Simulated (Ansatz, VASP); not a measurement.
## Ge (Germanium): VASP beside Ansatz

Aim: how closely do two programs agree when they are given the same cell, functional and k mesh? The cell is taken from a series of runs on this material, whose earlier steps may have relaxed, scaled, displaced or heated it; both programs get it as it stands.

Program: Ansatz 0.2.0. Level of theory: plane waves, with VASP 6.6.1 beside it; zone-centre phonons at LDA. Results are calculated unless marked as measured.

**1. The starting structure**

It takes space group Fd-3m (No. 227, cubic). The conventional cell has a = 5.467 Å, b = 5.467 Å, c = 5.467 Å, α = 90.00°, β = 90.00°, γ = 90.00°. Nearest to Ge lie 4 Ge at 2.37 Å.

Coordinates:

```xyz
2
Lattice="-0.0001 2.7336 2.7336 2.7336 -0.0001 2.7336 2.7336 2.7336 -0.0001" Properties=species:S:1:pos:R:3 pbc="T T T"
Ge    2.7335    2.7335    2.7335
Ge    4.1005    4.1005    4.1005
```

**2. VASP: zone-centre phonons, LDA**

Second derivatives magnify differences that forces hide, and they need a tight electronic threshold.

Lines of VASP's logs that name or quote its potential files are left out, and so is its time.

Input file INCAR:

```
SYSTEM = Ge
PREC = Accurate
ENCUT = 500
EDIFF = 1E-08
NELM = 120
ISMEAR = 0
SIGMA = 0.015
LREAL = .FALSE.
ALGO = Normal
GGA = PW92
NBANDS = 20
LORBIT = 11
LWAVE = .FALSE.
LCHARG = .FALSE.
ISIF = 2
ISYM = 2
IBRION = 8
LASPH = .TRUE.
GGA_COMPAT = .FALSE.
EFERMI = MIDGAP
KPAR = 2
```

Input file POSCAR:

```
Ge
1.0
   -0.0001260121      2.7336339118      2.7336339118
    2.7336339118     -0.0001260121      2.7336339118
    2.7336339118      2.7336339118     -0.0001260121
Ge
2
Direct
    0.4999828045      0.4999828045      0.4999828045
    0.7500171955      0.7500171955      0.7500171955
```

Input file KPOINTS:

```
Points of the shifted mesh
1728
Reciprocal
 0.0416666667  0.0416666667  0.0416666667 1
 0.0416666667  0.0416666667  0.1250000000 1
 0.0416666667  0.0416666667  0.2083333333 1
 0.0416666667  0.0416666667  0.2916666667 1
 0.0416666667  0.0416666667  0.3750000000 1
 0.0416666667  0.0416666667  0.4583333333 1
 0.0416666667  0.0416666667  0.5416666667 1
 0.0416666667  0.0416666667  0.6250000000 1
 0.0416666667  0.0416666667  0.7083333333 1
 0.0416666667  0.0416666667  0.7916666667 1
 0.0416666667  0.0416666667  0.8750000000 1
 0.0416666667  0.0416666667  0.9583333333 1
 0.0416666667  0.1250000000  0.0416666667 1
 0.0416666667  0.1250000000  0.1250000000 1
 0.0416666667  0.1250000000  0.2083333333 1
 0.0416666667  0.1250000000  0.2916666667 1
 0.0416666667  0.1250000000  0.3750000000 1
 0.0416666667  0.1250000000  0.4583333333 1
 0.0416666667  0.1250000000  0.5416666667 1
 0.0416666667  0.1250000000  0.6250000000 1
 0.0416666667  0.1250000000  0.7083333333 1
 0.0416666667  0.1250000000  0.7916666667 1
 0.0416666667  0.1250000000  0.8750000000 1
 0.0416666667  0.1250000000  0.9583333333 1
 0.0416666667  0.2083333333  0.0416666667 1
 0.0416666667  0.2083333333  0.1250000000 1
 0.0416666667  0.2083333333  0.2083333333 1
 0.0416666667  0.2083333333  0.2916666667 1
 0.0416666667  0.2083333333  0.3750000000 1
 0.0416666667  0.2083333333  0.4583333333 1
 0.0416666667  0.2083333333  0.5416666667 1
 0.0416666667  0.2083333333  0.6250000000 1
 0.0416666667  0.2083333333  0.7083333333 1
 0.0416666667  0.2083333333  0.7916666667 1
 0.0416666667  0.2083333333  0.8750000000 1
 0.0416666667  0.2083333333  0.9583333333 1
 0.0416666667  0.2916666667  0.0416666667 1
 0.0416666667  0.2916666667  0.1250000000 1
 0.0416666667  0.2916666667  0.2083333333 1
 0.0416666667  0.2916666667  0.2916666667 1
 0.0416666667  0.2916666667  0.3750000000 1
 0.0416666667  0.2916666667  0.4583333333 1
 0.0416666667  0.2916666667  0.5416666667 1
 0.0416666667  0.2916666667  0.6250000000 1
 0.0416666667  0.2916666667  0.7083333333 1
 0.0416666667  0.2916666667  0.7916666667 1
 0.0416666667  0.2916666667  0.8750000000 1
 0.0416666667  0.2916666667  0.9583333333 1
 0.0416666667  0.3750000000  0.0416666667 1
 0.0416666667  0.3750000000  0.1250000000 1
 0.0416666667  0.3750000000  0.2083333333 1
 0.0416666667  0.3750000000  0.2916666667 1
 0.0416666667  0.3750000000  0.3750000000 1
 0.0416666667  0.3750000000  0.4583333333 1
 0.0416666667  0.3750000000  0.5416666667 1
 0.0416666667  0.3750000000  0.6250000000 1
 0.0416666667  0.3750000000  0.7083333333 1
 0.0416666667  0.3750000000  0.7916666667 1
 0.0416666667  0.3750000000  0.8750000000 1
 0.0416666667  0.3750000000  0.9583333333 1
 0.0416666667  0.4583333333  0.0416666667 1
 0.0416666667  0.4583333333  0.1250000000 1
 0.0416666667  0.4583333333  0.2083333333 1
 0.0416666667  0.4583333333  0.2916666667 1
 0.0416666667  0.4583333333  0.3750000000 1
 0.0416666667  0.4583333333  0.4583333333 1
 0.0416666667  0.4583333333  0.5416666667 1
 0.0416666667  0.4583333333  0.6250000000 1
 0.0416666667  0.4583333333  0.7083333333 1
 0.0416666667  0.4583333333  0.7916666667 1
 0.0416666667  0.4583333333  0.8750000000 1
 0.0416666667  0.4583333333  0.9583333333 1
 0.0416666667  0.5416666667  0.0416666667 1
 0.0416666667  0.5416666667  0.1250000000 1
 0.0416666667  0.5416666667  0.2083333333 1
 0.0416666667  0.5416666667  0.2916666667 1
 0.0416666667  0.5416666667  0.3750000000 1
 0.0416666667  0.5416666667  0.4583333333 1
 0.0416666667  0.5416666667  0.5416666667 1
 0.0416666667  0.5416666667  0.6250000000 1
 0.0416666667  0.5416666667  0.7083333333 1
 0.0416666667  0.5416666667  0.7916666667 1
 0.0416666667  0.5416666667  0.8750000000 1
 0.0416666667  0.5416666667  0.9583333333 1
 0.0416666667  0.6250000000  0.0416666667 1
 0.0416666667  0.6250000000  0.1250000000 1
 0.0416666667  0.6250000000  0.2083333333 1
 0.0416666667  0.6250000000  0.2916666667 1
 0.0416666667  0.6250000000  0.3750000000 1
 0.0416666667  0.6250000000  0.4583333333 1
 0.0416666667  0.6250000000  0.5416666667 1
 0.0416666667  0.6250000000  0.6250000000 1
 0.0416666667  0.6250000000  0.7083333333 1
 0.0416666667  0.6250000000  0.7916666667 1
 0.0416666667  0.6250000000  0.8750000000 1
 0.0416666667  0.6250000000  0.9583333333 1
 0.0416666667  0.7083333333  0.0416666667 1
 0.0416666667  0.7083333333  0.1250000000 1
 0.0416666667  0.7083333333  0.2083333333 1
 0.0416666667  0.7083333333  0.2916666667 1
 0.0416666667  0.7083333333  0.3750000000 1
 0.0416666667  0.7083333333  0.4583333333 1
 0.0416666667  0.7083333333  0.5416666667 1
 0.0416666667  0.7083333333  0.6250000000 1
 0.0416666667  0.7083333333  0.7083333333 1
 0.0416666667  0.7083333333  0.7916666667 1
 0.0416666667  0.7083333333  0.8750000000 1
 0.0416666667  0.7083333333  0.9583333333 1
 0.0416666667  0.7916666667  0.0416666667 1
 0.0416666667  0.7916666667  0.1250000000 1
 0.0416666667  0.7916666667  0.2083333333 1
 0.0416666667  0.7916666667  0.2916666667 1
[... 1390 lines left out ...]
 0.8750000000  0.4583333333  0.1250000000 1
 0.8750000000  0.4583333333  0.2083333333 1
 0.8750000000  0.4583333333  0.2916666667 1
 0.8750000000  0.4583333333  0.3750000000 1
 0.8750000000  0.4583333333  0.4583333333 1
 0.8750000000  0.4583333333  0.5416666667 1
 0.8750000000  0.4583333333  0.6250000000 1
 0.8750000000  0.4583333333  0.7083333333 1
 0.8750000000  0.4583333333  0.7916666667 1
 0.8750000000  0.4583333333  0.8750000000 1
 0.8750000000  0.4583333333  0.9583333333 1
 0.8750000000  0.5416666667  0.0416666667 1
 0.8750000000  0.5416666667  0.1250000000 1
 0.8750000000  0.5416666667  0.2083333333 1
 0.8750000000  0.5416666667  0.2916666667 1
 0.8750000000  0.5416666667  0.3750000000 1
 0.8750000000  0.5416666667  0.4583333333 1
 0.8750000000  0.5416666667  0.5416666667 1
 0.8750000000  0.5416666667  0.6250000000 1
 0.8750000000  0.5416666667  0.7083333333 1
 0.8750000000  0.5416666667  0.7916666667 1
 0.8750000000  0.5416666667  0.8750000000 1
 0.8750000000  0.5416666667  0.9583333333 1
 0.8750000000  0.6250000000  0.0416666667 1
 0.8750000000  0.6250000000  0.1250000000 1
 0.8750000000  0.6250000000  0.2083333333 1
 0.8750000000  0.6250000000  0.2916666667 1
 0.8750000000  0.6250000000  0.3750000000 1
 0.8750000000  0.6250000000  0.4583333333 1
 0.8750000000  0.6250000000  0.5416666667 1
 0.8750000000  0.6250000000  0.6250000000 1
 0.8750000000  0.6250000000  0.7083333333 1
 0.8750000000  0.6250000000  0.7916666667 1
 0.8750000000  0.6250000000  0.8750000000 1
 0.8750000000  0.6250000000  0.9583333333 1
 0.8750000000  0.7083333333  0.0416666667 1
 0.8750000000  0.7083333333  0.1250000000 1
 0.8750000000  0.7083333333  0.2083333333 1
 0.8750000000  0.7083333333  0.2916666667 1
 0.8750000000  0.7083333333  0.3750000000 1
 0.8750000000  0.7083333333  0.4583333333 1
 0.8750000000  0.7083333333  0.5416666667 1
 0.8750000000  0.7083333333  0.6250000000 1
 0.8750000000  0.7083333333  0.7083333333 1
 0.8750000000  0.7083333333  0.7916666667 1
 0.8750000000  0.7083333333  0.8750000000 1
 0.8750000000  0.7083333333  0.9583333333 1
 0.8750000000  0.7916666667  0.0416666667 1
 0.8750000000  0.7916666667  0.1250000000 1
 0.8750000000  0.7916666667  0.2083333333 1
 0.8750000000  0.7916666667  0.2916666667 1
 0.8750000000  0.7916666667  0.3750000000 1
 0.8750000000  0.7916666667  0.4583333333 1
 0.8750000000  0.7916666667  0.5416666667 1
 0.8750000000  0.7916666667  0.6250000000 1
 0.8750000000  0.7916666667  0.7083333333 1
 0.8750000000  0.7916666667  0.7916666667 1
 0.8750000000  0.7916666667  0.8750000000 1
 0.8750000000  0.7916666667  0.9583333333 1
 0.8750000000  0.8750000000  0.0416666667 1
 0.8750000000  0.8750000000  0.1250000000 1
 0.8750000000  0.8750000000  0.2083333333 1
 0.8750000000  0.8750000000  0.2916666667 1
 0.8750000000  0.8750000000  0.3750000000 1
 0.8750000000  0.8750000000  0.4583333333 1
 0.8750000000  0.8750000000  0.5416666667 1
 0.8750000000  0.8750000000  0.6250000000 1
 0.8750000000  0.8750000000  0.7083333333 1
 0.8750000000  0.8750000000  0.7916666667 1
 0.8750000000  0.8750000000  0.8750000000 1
 0.8750000000  0.8750000000  0.9583333333 1
 0.8750000000  0.9583333333  0.0416666667 1
 0.8750000000  0.9583333333  0.1250000000 1
 0.8750000000  0.9583333333  0.2083333333 1
 0.8750000000  0.9583333333  0.2916666667 1
 0.8750000000  0.9583333333  0.3750000000 1
 0.8750000000  0.9583333333  0.4583333333 1
 0.8750000000  0.9583333333  0.5416666667 1
 0.8750000000  0.9583333333  0.6250000000 1
 0.8750000000  0.9583333333  0.7083333333 1
 0.8750000000  0.9583333333  0.7916666667 1
 0.8750000000  0.9583333333  0.8750000000 1
 0.8750000000  0.9583333333  0.9583333333 1
 0.9583333333  0.0416666667  0.0416666667 1
 0.9583333333  0.0416666667  0.1250000000 1
 0.9583333333  0.0416666667  0.2083333333 1
 0.9583333333  0.0416666667  0.2916666667 1
 0.9583333333  0.0416666667  0.3750000000 1
 0.9583333333  0.0416666667  0.4583333333 1
 0.9583333333  0.0416666667  0.5416666667 1
 0.9583333333  0.0416666667  0.6250000000 1
 0.9583333333  0.0416666667  0.7083333333 1
 0.9583333333  0.0416666667  0.7916666667 1
 0.9583333333  0.0416666667  0.8750000000 1
 0.9583333333  0.0416666667  0.9583333333 1
 0.9583333333  0.1250000000  0.0416666667 1
 0.9583333333  0.1250000000  0.1250000000 1
 0.9583333333  0.1250000000  0.2083333333 1
 0.9583333333  0.1250000000  0.2916666667 1
 0.9583333333  0.1250000000  0.3750000000 1
 0.9583333333  0.1250000000  0.4583333333 1
 0.9583333333  0.1250000000  0.5416666667 1
 0.9583333333  0.1250000000  0.6250000000 1
 0.9583333333  0.1250000000  0.7083333333 1
 0.9583333333  0.1250000000  0.7916666667 1
 0.9583333333  0.1250000000  0.8750000000 1
 0.9583333333  0.1250000000  0.9583333333 1
 0.9583333333  0.2083333333  0.0416666667 1
 0.9583333333  0.2083333333  0.1250000000 1
 0.9583333333  0.2083333333  0.2083333333 1
 0.9583333333  0.2083333333  0.2916666667 1
 0.9583333333  0.2083333333  0.3750000000 1
 0.9583333333  0.2083333333  0.4583333333 1
 0.9583333333  0.2083333333  0.5416666667 1
 0.9583333333  0.2083333333  0.6250000000 1
 0.9583333333  0.2083333333  0.7083333333 1
 0.9583333333  0.2083333333  0.7916666667 1
 0.9583333333  0.2083333333  0.8750000000 1
 0.9583333333  0.2083333333  0.9583333333 1
 0.9583333333  0.2916666667  0.0416666667 1
 0.9583333333  0.2916666667  0.1250000000 1
 0.9583333333  0.2916666667  0.2083333333 1
 0.9583333333  0.2916666667  0.2916666667 1
 0.9583333333  0.2916666667  0.3750000000 1
 0.9583333333  0.2916666667  0.4583333333 1
 0.9583333333  0.2916666667  0.5416666667 1
 0.9583333333  0.2916666667  0.6250000000 1
 0.9583333333  0.2916666667  0.7083333333 1
 0.9583333333  0.2916666667  0.7916666667 1
 0.9583333333  0.2916666667  0.8750000000 1
 0.9583333333  0.2916666667  0.9583333333 1
 0.9583333333  0.3750000000  0.0416666667 1
 0.9583333333  0.3750000000  0.1250000000 1
 0.9583333333  0.3750000000  0.2083333333 1
 0.9583333333  0.3750000000  0.2916666667 1
 0.9583333333  0.3750000000  0.3750000000 1
 0.9583333333  0.3750000000  0.4583333333 1
 0.9583333333  0.3750000000  0.5416666667 1
 0.9583333333  0.3750000000  0.6250000000 1
 0.9583333333  0.3750000000  0.7083333333 1
 0.9583333333  0.3750000000  0.7916666667 1
 0.9583333333  0.3750000000  0.8750000000 1
 0.9583333333  0.3750000000  0.9583333333 1
 0.9583333333  0.4583333333  0.0416666667 1
 0.9583333333  0.4583333333  0.1250000000 1
 0.9583333333  0.4583333333  0.2083333333 1
 0.9583333333  0.4583333333  0.2916666667 1
 0.9583333333  0.4583333333  0.3750000000 1
 0.9583333333  0.4583333333  0.4583333333 1
 0.9583333333  0.4583333333  0.5416666667 1
 0.9583333333  0.4583333333  0.6250000000 1
 0.9583333333  0.4583333333  0.7083333333 1
 0.9583333333  0.4583333333  0.7916666667 1
 0.9583333333  0.4583333333  0.8750000000 1
 0.9583333333  0.4583333333  0.9583333333 1
 0.9583333333  0.5416666667  0.0416666667 1
 0.9583333333  0.5416666667  0.1250000000 1
 0.9583333333  0.5416666667  0.2083333333 1
 0.9583333333  0.5416666667  0.2916666667 1
 0.9583333333  0.5416666667  0.3750000000 1
 0.9583333333  0.5416666667  0.4583333333 1
 0.9583333333  0.5416666667  0.5416666667 1
 0.9583333333  0.5416666667  0.6250000000 1
 0.9583333333  0.5416666667  0.7083333333 1
 0.9583333333  0.5416666667  0.7916666667 1
 0.9583333333  0.5416666667  0.8750000000 1
 0.9583333333  0.5416666667  0.9583333333 1
 0.9583333333  0.6250000000  0.0416666667 1
 0.9583333333  0.6250000000  0.1250000000 1
 0.9583333333  0.6250000000  0.2083333333 1
 0.9583333333  0.6250000000  0.2916666667 1
 0.9583333333  0.6250000000  0.3750000000 1
 0.9583333333  0.6250000000  0.4583333333 1
 0.9583333333  0.6250000000  0.5416666667 1
 0.9583333333  0.6250000000  0.6250000000 1
 0.9583333333  0.6250000000  0.7083333333 1
 0.9583333333  0.6250000000  0.7916666667 1
 0.9583333333  0.6250000000  0.8750000000 1
 0.9583333333  0.6250000000  0.9583333333 1
 0.9583333333  0.7083333333  0.0416666667 1
 0.9583333333  0.7083333333  0.1250000000 1
 0.9583333333  0.7083333333  0.2083333333 1
 0.9583333333  0.7083333333  0.2916666667 1
 0.9583333333  0.7083333333  0.3750000000 1
 0.9583333333  0.7083333333  0.4583333333 1
 0.9583333333  0.7083333333  0.5416666667 1
 0.9583333333  0.7083333333  0.6250000000 1
 0.9583333333  0.7083333333  0.7083333333 1
 0.9583333333  0.7083333333  0.7916666667 1
 0.9583333333  0.7083333333  0.8750000000 1
 0.9583333333  0.7083333333  0.9583333333 1
 0.9583333333  0.7916666667  0.0416666667 1
 0.9583333333  0.7916666667  0.1250000000 1
 0.9583333333  0.7916666667  0.2083333333 1
 0.9583333333  0.7916666667  0.2916666667 1
 0.9583333333  0.7916666667  0.3750000000 1
 0.9583333333  0.7916666667  0.4583333333 1
 0.9583333333  0.7916666667  0.5416666667 1
 0.9583333333  0.7916666667  0.6250000000 1
 0.9583333333  0.7916666667  0.7083333333 1
 0.9583333333  0.7916666667  0.7916666667 1
 0.9583333333  0.7916666667  0.8750000000 1
 0.9583333333  0.7916666667  0.9583333333 1
 0.9583333333  0.8750000000  0.0416666667 1
 0.9583333333  0.8750000000  0.1250000000 1
 0.9583333333  0.8750000000  0.2083333333 1
 0.9583333333  0.8750000000  0.2916666667 1
 0.9583333333  0.8750000000  0.3750000000 1
 0.9583333333  0.8750000000  0.4583333333 1
 0.9583333333  0.8750000000  0.5416666667 1
 0.9583333333  0.8750000000  0.6250000000 1
 0.9583333333  0.8750000000  0.7083333333 1
 0.9583333333  0.8750000000  0.7916666667 1
 0.9583333333  0.8750000000  0.8750000000 1
 0.9583333333  0.8750000000  0.9583333333 1
 0.9583333333  0.9583333333  0.0416666667 1
 0.9583333333  0.9583333333  0.1250000000 1
 0.9583333333  0.9583333333  0.2083333333 1
 0.9583333333  0.9583333333  0.2916666667 1
 0.9583333333  0.9583333333  0.3750000000 1
 0.9583333333  0.9583333333  0.4583333333 1
 0.9583333333  0.9583333333  0.5416666667 1
 0.9583333333  0.9583333333  0.6250000000 1
 0.9583333333  0.9583333333  0.7083333333 1
 0.9583333333  0.9583333333  0.7916666667 1
 0.9583333333  0.9583333333  0.8750000000 1
 0.9583333333  0.9583333333  0.9583333333 1
```

Potentials, in the order of the species: Ge_d (LDA family, release 64).

Started as:

```sh
mpirun -np 2 vasp_std
```

Numbers of over 12 decimals in the logs are rounded to 6 here.

What it wrote:

```text
[banner, memory and clock lines left out]
running    2 mpi-ranks, on    1 nodes
 distrk:  each k-point on    1 cores,    2 groups
 distr:  one band on    1 cores,    1 groups

 POSCAR found type information on POSCAR Ge
 POSCAR found :  1 types and       2 ions
|                                                                             |
|               ----> ADVICE to this user running VASP <----                  |
|                                                                             |
|     You enforced a specific xc type in the INCAR file but a different       |
|     [... a line on the potential file left out ...]
|     I HOPE YOU KNOW WHAT YOU ARE DOING!                                     |
|                                                                             |

 LDA part: xc-table for (Slater(with rela. corr.)+PW92), standard interpolation
 POSCAR, INCAR and KPOINTS ok, starting setup
 FFT: planning ... GRIDC
 FFT: planning ... GRID_SOFT
 FFT: planning ... GRID
 WAVECAR not read
 entering main loop
       N       E                     dE             d eps       ncg     rms          rms(c)
DAV:   1     0.180866835878E+03    0.18087E+03   -0.14600E+04 74656   0.382E+03
DAV:   2     0.139436555817E+02   -0.16692E+03   -0.16230E+03 69296   0.580E+02
DAV:   3    -0.980117253301E+01   -0.23745E+02   -0.23568E+02 77536   0.142E+02
DAV:   4    -0.105207168746E+02   -0.71954E+00   -0.71903E+00 78236   0.290E+01
DAV:   5    -0.105318562267E+02   -0.11139E-01   -0.11139E-01 77136   0.388E+00    0.377E+00
DAV:   6    -0.103803924521E+02    0.15146E+00   -0.49632E-02 76548   0.158E+00    0.216E+00
DAV:   7    -0.103065852301E+02    0.73807E-01   -0.95772E-02 75736   0.218E+00    0.150E-01
DAV:   8    -0.103073676095E+02   -0.78238E-03   -0.64462E-03 77440   0.784E-01    0.380E-02
DAV:   9    -0.103073829841E+02   -0.15375E-04   -0.10230E-04 78396   0.899E-02    0.149E-02
DAV:  10    -0.103073796755E+02    0.33087E-05   -0.77131E-06 82420   0.424E-02    0.401E-03
DAV:  11    -0.103073793988E+02    0.27670E-06   -0.13702E-06 76756   0.727E-03    0.154E-03
DAV:  12    -0.103073793674E+02    0.31318E-07   -0.11318E-07 93408   0.618E-03    0.378E-04
DAV:  13    -0.103073793680E+02   -0.56025E-09   -0.42871E-09 47960   0.742E-04
   1 F= -.10307379E+02 E0= -.10307379E+02  d E =-.478553-110
 Linear response reoptimize wavefunctions to high precision
DAV:   1    -0.103073793678E+02    0.15734E-09   -0.91348E-10 47836   0.312E-04
DAV:   2    -0.103073793679E+02   -0.23647E-10   -0.17892E-10 39720   0.177E-04
 Linear response DOF=           1
 Linear response progress:
  Degree of freedom:   1/  1
       N       E                     dE             d eps       ncg     rms          rms(c)
RMM:   1    -0.187543947488E+00   -0.18754E+00    0.90414E+00 82493   0.461E+01
RMM:   2    -0.195264033783E+00   -0.77201E-02   -0.15312E-02111370   0.124E+00    0.846E-02
RMM:   3    -0.195405247993E+00   -0.14121E-03   -0.11532E-03120381   0.342E-01    0.488E-02
RMM:   4    -0.195406333823E+00   -0.10858E-05   -0.72749E-05126667   0.847E-02    0.505E-03
RMM:   5    -0.195413659342E+00   -0.73255E-05   -0.45278E-06121940   0.186E-02    0.274E-03
RMM:   6    -0.195423994460E+00   -0.10335E-04   -0.29583E-07124434   0.507E-03    0.330E-04
RMM:   7    -0.195423299468E+00    0.69499E-06   -0.39099E-08126736   0.151E-03    0.179E-04
RMM:   8    -0.195422505149E+00    0.79432E-06   -0.16605E-08127230   0.536E-04    0.326E-05
RMM:   9    -0.195422360997E+00    0.14415E-06   -0.28122E-08129319   0.229E-04    0.148E-05
RMM:  10    -0.195422415021E+00   -0.54023E-07   -0.13791E-08130263   0.108E-04    0.427E-06
RMM:  11    -0.195422427539E+00   -0.12518E-07   -0.11740E-08133022   0.619E-05    0.192E-06
RMM:  12    -0.195422442398E+00   -0.14859E-07   -0.83924E-09129780   0.429E-05    0.880E-07
RMM:  13    -0.195422449697E+00   -0.72991E-08    0.98571E-10111333   0.343E-05    0.136E-07
 first order change of Fermi-energy   0.22917E+01
 force on displaced ion       1 direction 1 : -13.841   0.002   0.002
 Linear response finished
```

[end of part 1 of 2]

[Lines on the potential files, build, host, timing and source positions are cut from VASP's logs without a mark.]

[Logs are printed without paths, hosts, clocks, repeated set-up lines and the standing remarks that a program may print on its own settings, such as how far it seeks lower states.]

[Hosts, paths, dates, database ids (printed as entryN), source tags and the programs' standing remarks are cut or masked in the printed files.]
